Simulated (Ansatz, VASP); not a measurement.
# Cross-check of CdSe between VASP and Ansatz, part 2 of 2

Wanted: the spread between two codes on one cell, functional and k mesh.  Other levels of theory on this material are compared in a session of their own. Valence electrons are named where the data sets of a main pair hold unlike numbers.

VASP 6.6.1 and Ansatz 0.2.0.

So far. Step 2 (VASP: band structure, LDA): The run ends at a pressure of -1.08 GPa.

## Step 6: VASP: band structure, r2SCAN

Level of this step: r2SCAN; plane waves and PAW (Cd, Se) (VASP).

The same cell, functional, mesh and smearing now go to VASP, with its own data sets.

Contents of INCAR:

```
SYSTEM = CdSe
PREC = Accurate
ENCUT = 350
EDIFF = 1E-06
NELM = 100
ISMEAR = 0
SIGMA = 0.03
LREAL = .FALSE.
ALGO = Normal
METAGGA = R2SCAN
LASPH = .TRUE.
NBANDS = 21
LORBIT = 11
LWAVE = .FALSE.
LCHARG = .FALSE.
KPAR = 4
```

Contents of POSCAR:

```
CdSe
1.0
    0.0000000000      3.0250000000      3.0250000000
    3.0250000000      0.0000000000      3.0250000000
    3.0250000000      3.0250000000      0.0000000000
Cd Se
1 1
Direct
    0.0000000000      0.0000000000      0.0000000000
    0.2500000000      0.2500000000      0.2500000000
```

Contents of KPOINTS:

```
Automatic mesh
0
Gamma
6 6 6
0 0 0
```

Contents of KPOINTS_OPT:

```
Line mode
10
Line-mode
Reciprocal
  0.00000000   0.00000000   0.00000000 GAMMA
  0.50000000   0.00000000   0.50000000 X

  0.50000000   0.00000000   0.50000000 X
  0.50000000   0.25000000   0.75000000 W

  0.50000000   0.25000000   0.75000000 W
  0.37500000   0.37500000   0.75000000 K

  0.37500000   0.37500000   0.75000000 K
  0.00000000   0.00000000   0.00000000 GAMMA

  0.00000000   0.00000000   0.00000000 GAMMA
  0.50000000   0.50000000   0.50000000 L

  0.50000000   0.50000000   0.50000000 L
  0.62500000   0.25000000   0.62500000 U

  0.62500000   0.25000000   0.62500000 U
  0.50000000   0.25000000   0.75000000 W

  0.50000000   0.25000000   0.75000000 W
  0.50000000   0.50000000   0.50000000 L

  0.50000000   0.50000000   0.50000000 L
  0.37500000   0.37500000   0.75000000 K

  0.62500000   0.25000000   0.62500000 U
  0.50000000   0.00000000   0.50000000 X
```

PAW data sets: Cd and Se (PBE family, release 64).

The run is started by

```console
$ mpirun -np 4 vasp_std
```

Numbers of over 12 decimals in the logs are rounded to 6 here.

Log:

```text
[banner, memory and clock lines left out]
running    4 mpi-ranks, on    1 nodes
[...]
|                                                                             |
|               ----> ADVICE to this user running VASP <----                  |
|                                                                             |
|     You enforced a specific xc type in the INCAR file but a different       |
|     [... a line on the potential file left out ...]
|     I HOPE YOU KNOW WHAT YOU ARE DOING!                                     |
|                                                                             |

 LDA part: xc-table for (None), standard interpolation
 POSCAR, INCAR and KPOINTS ok, starting setup
[...]
entering main loop
       N       E                     dE             d eps       ncg     rms          rms(c)
DAV:   1     0.539044639090E+02    0.53904E+02   -0.69011E+03   720   0.570E+02
DAV:   2    -0.374439960207E+02   -0.91348E+02   -0.86660E+02   780   0.181E+02
[...]
DAV:  12    -0.358876299441E+02   -0.60291E-05   -0.91528E-05   772   0.951E-02    0.259E-02
DAV:  13    -0.358876253444E+02    0.45998E-05   -0.77286E-06   762   0.335E-02    0.504E-03
DAV:  14    -0.358876246839E+02    0.66047E-06   -0.10161E-06   431   0.101E-02
   1 F= -.35887625E+02 E0= -.35887625E+02  d E =-.704059E-11
 Start KPOINTS_OPT (optional k-point list driver)
k-point batch [1-16\100]
       N       E                     dE             ncg
DAV:   1    -0.126313525228E+03   -0.57501E+04      728
DAV:   2    -0.157945719401E+04   -0.14531E+04      750
DAV:   3    -0.163106970707E+04   -0.51613E+02      823
DAV:   4    -0.163124346167E+04   -0.17375E+00      788
DAV:   5    -0.163124446660E+04   -0.10049E-02      825
DAV:   6    -0.163124447711E+04   -0.10506E-04      788
DAV:   7    -0.163124447722E+04   -0.11653E-06      629
[...]
k-point batch [97-100\100]
       N       E                     dE             ncg
DAV:   1     0.601138984116E+04   -0.20585E+04      184
DAV:   2     0.566241438454E+04   -0.34898E+03      199
DAV:   3     0.565074589897E+04   -0.11668E+02      203
DAV:   4     0.565070338177E+04   -0.42517E-01      198
DAV:   5     0.565070311751E+04   -0.26427E-03      208
DAV:   6     0.565070311466E+04   -0.28468E-05      193
DAV:   7     0.565070311463E+04   -0.31896E-07      176
```

Parts of OUTCAR (step 6):

```text
  Total        0.7744650      0.7744650      0.7744650      0.0000000      0.0000000     -0.0000000
  in kB       22.4133223     22.4133223     22.4133223      0.0000000      0.0000000     -0.0000000
  external PRESSURE =      22.4133223 kB  Pullay stress =       0.0000000 kB

 POSITION                                       TOTAL-FORCE (eV/Angst)
 -----------------------------------------------------------------------------------
      0.00000      0.00000      0.00000         0.000000      0.000000      0.000000
      1.51250      1.51250      1.51250        -0.000000     -0.000000     -0.000000
 -----------------------------------------------------------------------------------
    total drift:                               -0.000009     -0.000009     -0.000009

  FREE ENERGIE OF THE ION-ELECTRON SYSTEM (eV)
  ---------------------------------------------------
  free  energy   TOTEN  =       -35.8876246839 eV

  energy  without entropy=      -35.8876246839  energy(sigma->0) =      -35.88762468

[... 2 parts as in an earlier step ...]

[... 1 further part left out ...]
[key lines of the parts left out:]
E-fermi :   0.9014
```

The PAW data sets were made with PBE, which is usual practice but a small mismatch for other functionals.

## Step 7: Differences

What differs besides the data sets and the points named for the pairs above, as far as they apply: VASP keeps PBE cores, Ansatz makes them for the functional; the data sets hold 36 valence electrons in Ansatz (on its default PAW (the set named soft_2) files) and 18 in VASP; the cutoff is 500 eV in Ansatz and 350 eV in VASP. Total energies have different zeros and are not compared.

Compared:

```csv
quantity,Ansatz,VASP,difference
pressure (GPa),2.34,2.24,+0.10
gap over the path points (eV),1.129,1.117,+0.013
```

Levels at points of the path, from each program's valence-band top (eV; 4 filled, then empty):

```csv
k (reciprocal lattice),Ansatz,VASP
0.000 0.000 0.000,-7.84 0.00 0.00 0.00 1.13 6.49 6.49,-7.79 0.00 0.00 0.00 1.12 6.47 6.47
0.167 0.000 0.167,-7.83 -1.62 -0.58 -0.58 2.92 5.35 7.37,-7.77 -1.63 -0.58 -0.58 2.92 5.33 7.36
0.333 0.000 0.333,-7.73 -3.33 -1.52 -1.52 3.85 4.33 8.51,-7.68 -3.34 -1.53 -1.53 3.84 4.32 8.51
0.500 0.000 0.500,-7.45 -4.16 -1.94 -1.94 3.44 4.18 9.76,-7.40 -4.17 -1.95 -1.95 3.42 4.17 9.78
0.500 0.083 0.583,-7.41 -4.13 -2.04 -2.03 3.79 4.47 9.38,-7.36 -4.14 -2.05 -2.04 3.78 4.45 9.40
0.500 0.194 0.694,-7.33 -4.06 -2.29 -2.26 5.06 5.37 7.69,-7.28 -4.08 -2.30 -2.27 5.05 5.36 7.68
0.500 0.250 0.750,-7.31 -4.05 -2.33 -2.30 5.52 5.61 7.10,-7.26 -4.06 -2.34 -2.31 5.51 5.60 7.09
0.458 0.292 0.750,-7.33 -4.06 -2.49 -2.04 5.04 5.63 7.47,-7.28 -4.07 -2.50 -2.05 5.03 5.63 7.47
0.403 0.347 0.750,-7.35 -4.08 -2.62 -1.65 4.23 5.62 8.53,-7.30 -4.10 -2.63 -1.66 4.21 5.62 8.53
0.375 0.375 0.750,-7.36 -4.09 -2.63 -1.58 4.10 5.61 8.79,-7.31 -4.10 -2.65 -1.59 4.08 5.61 8.79
```

Among the levels compared at these points, filled levels agree within 54 meV and empty ones within 27 meV. Ansatz's pressure holds a Pulay correction of 0.04 GPa; VASP's holds none.

## Step 8: Outcome

| Quantity | Value |
| --- | --- |
| largest difference of a filled level at the path points (band structure, LDA) | 14 meV |
| largest difference of a filled level at the path points (band structure, r2SCAN) | 54 meV |

The largest difference of a filled level at the path points is 54 meV (band structure, r2SCAN), within the 80 meV picked in this series as the mark of a large difference. The data sets hold unlike numbers of valence electrons (36 in Ansatz and 18 in VASP), so part of the differences comes from the potentials. 7 further runs of this series are not shown here. How closely two codes agree says nothing of how well the functional describes the real material.

[Lines on the potential files, build, host, timing and source positions are cut from VASP's logs without a mark.]

[Logs are printed without paths, hosts, clocks, repeated set-up lines and the standing remarks that a program may print on its own settings, such as how far it seeks lower states.]

[Hosts, paths, dates, database ids (printed as entryN), source tags and the programs' standing remarks are cut or masked in the printed files.]
